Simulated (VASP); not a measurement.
All values below come from AM05 GGA, VASP's PBE PAW potentials (set 64) (plane waves; VASP 6.6.1).

A VASP calculation is set up with these files.

### KPOINTS
```
Automatic mesh
0
Gamma
15 15 15
0 0 0
```

### INCAR
```
SYSTEM = Sn
PREC = Accurate
ENCUT = 520
EDIFF = 1E-7
NELM = 100
ALGO = Normal
LREAL = .FALSE.
LASPH = .TRUE.
ISMEAR = -5
GGA = AM
LMAXMIX = 4
LWAVE = .FALSE.
LCHARG = .TRUE.
LORBIT = 11
NEDOS = 601
ISIF = 2
```

File POSCAR:
```
Sn
1
   -2.9116054917     2.9116054917     1.5803671467
    2.9116054917    -2.9116054917     1.5803671467
    2.9116054917     2.9116054917    -1.5803671467
Sn
2
Direct
  0.2500000000   0.7500000000   0.5000000000
  0.0000000000   0.0000000000   0.0000000000
```

POTCAR, in this order: Sn_d (PBE.64 set). Program: vasp_std.

### Question
What will the output report for the number of irreducible k-points (NKPTS), largest plane-wave count, number of space-group operations, FFT grid (NGX, NGY, NGZ)?

### Answer

```
Item                                          Result
--------------------------------------  ------------
number of irreducible k-points (NKPTS)           288
largest plane-wave count                        1462
number of space-group operations                  16
FFT grid (NGX, NGY, NGZ)                36 × 36 × 36
```

The compound is Sn in the beta structure. It was relaxed first.
